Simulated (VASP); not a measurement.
Computed with PBE GGA, VASP's PBE PAW potentials (set 64) (plane waves; VASP).

Input for VASP

POSCAR:
```
CuZn
2.9665290
  0.9999999197   0.0000000000   0.0000000000
  0.0000000000   0.9999999197   0.0000000000
  0.0000000000   0.0000000000   0.9999999197
Zn Cu
1 1
Direct
  0.5000000000   0.5000000000   0.5000000000
  0.0000000000   0.0000000000   0.0000000000
```

**INCAR**
```
ALGO  =  Normal
EDIFF  =  1E-7
ENCUT  =  520
GGA  =  PE
ICHARG  =  11
ISMEAR  =  0
LASPH  =  .TRUE.
LCHARG  =  .FALSE.
LMAXMIX  =  4
LORBIT  =  11
LREAL  =  .FALSE.
LWAVE  =  .FALSE.
NELM  =  100
PREC  =  Accurate
SIGMA  =  0.05
SYSTEM  =  CuZn
```

KPOINTS:
```
k-points along high-symmetry lines
15
Line-mode
Reciprocal
  0.000000   0.000000   0.000000 ! GAMMA
  0.000000   0.500000   0.000000 ! X

  0.000000   0.500000   0.000000 ! X
  0.500000   0.500000   0.000000 ! M

  0.500000   0.500000   0.000000 ! M
  0.000000   0.000000   0.000000 ! GAMMA

  0.000000   0.000000   0.000000 ! GAMMA
  0.500000   0.500000   0.500000 ! R

  0.500000   0.500000   0.500000 ! R
  0.000000   0.500000   0.000000 ! X

  0.500000   0.500000   0.500000 ! R
  0.500000   0.500000   0.000000 ! M
```

POTCAR, in this order: Zn Cu (PBE.64 set). Program: vasp_std. Read from the step before: CHGCAR.

Output of the run:

### OSZICAR
```
       N       E                     dE             d eps       ncg     rms          rms(c)
DAV:   1     0.112263334336E+03    0.11226E+03   -0.11640E+04  2780   0.254E+03
DAV:   2    -0.940916406210E+00   -0.11320E+03   -0.10953E+03  2700   0.327E+02
DAV:   3    -0.411071830911E+01   -0.31698E+01   -0.31639E+01  3372   0.725E+01
DAV:   4    -0.413246362152E+01   -0.21745E-01   -0.21741E-01  3330   0.530E+00
DAV:   5    -0.413275698056E+01   -0.29336E-03   -0.29335E-03  3487   0.621E-01
DAV:   6    -0.413276556337E+01   -0.85828E-05   -0.85834E-05  3452   0.878E-02
DAV:   7    -0.413276594795E+01   -0.38458E-06   -0.38397E-06  3386   0.192E-02
DAV:   8    -0.413276596277E+01   -0.14816E-07   -0.14865E-07  3009   0.334E-03
   1 F= -.41327660E+01 E0= -.41320114E+01  d E =-.150916E-02
```

File OUTCAR:
```
 val. band max:        6.8508426780   @ k =   0.2500   0.2500   0.0000

 cond. band min:       6.9939445797   @ k =   0.5000   0.5000   0.0000



 k-point     1 :       0.0000    0.0000    0.0000
  band No.  band energies     occupation
      1      -4.8352      2.00000
      2      -2.4437      2.00000
      3      -2.4437      2.00000
      4      -1.7836      2.00000
      5      -1.7836      2.00000
      6      -1.7836      2.00000
      7       1.8156      2.00000
      8       1.8156      2.00000
      9       2.6353      2.00000
     10       2.6353      2.00000
     11       2.6353      2.00000
     12      11.4875      0.00000
     13      11.4875      0.00000
     14      11.4875      0.00000
     15      16.4532      0.00000

 k-point     2 :       0.0000    0.0357    0.0000
  band No.  band energies     occupation
      1      -4.8124      2.00000
      2      -2.4412      2.00000
      3      -2.4389      2.00000
      4      -1.7856      2.00000
      5      -1.7856      2.00000
      6      -1.7827      2.00000
      7       1.8144      2.00000
      8       1.8178      2.00000
      9       2.6278      2.00000
     10       2.6278      2.00000
     11       2.6345      2.00000
     12      11.2361      0.00000
     13      11.5220      0.00000
     14      11.5220      0.00000
     15      16.4656      0.00000

 k-point     3 :       0.0000    0.0714    0.0000
  band No.  band energies     occupation
      1      -4.7442      2.00000
      2      -2.4337      2.00000
      3      -2.4245      2.00000
      4      -1.7916      2.00000
      5      -1.7916      2.00000
      6      -1.7798      2.00000
      7       1.8109      2.00000
      8       1.8241      2.00000
      9       2.6056      2.00000
     10       2.6056      2.00000
     11       2.6320      2.00000
     12      10.6049      0.00000
     13      11.6250      0.00000
     14      11.6250      0.00000
     15      16.5025      0.00000

...
```

The density is held fixed in this step, so its total energy and stress have no physical meaning.

The compound is CuZn in the CsCl type structure. It was relaxed first. The electron count is odd and the run is not spin-polarised, which forces a metal.
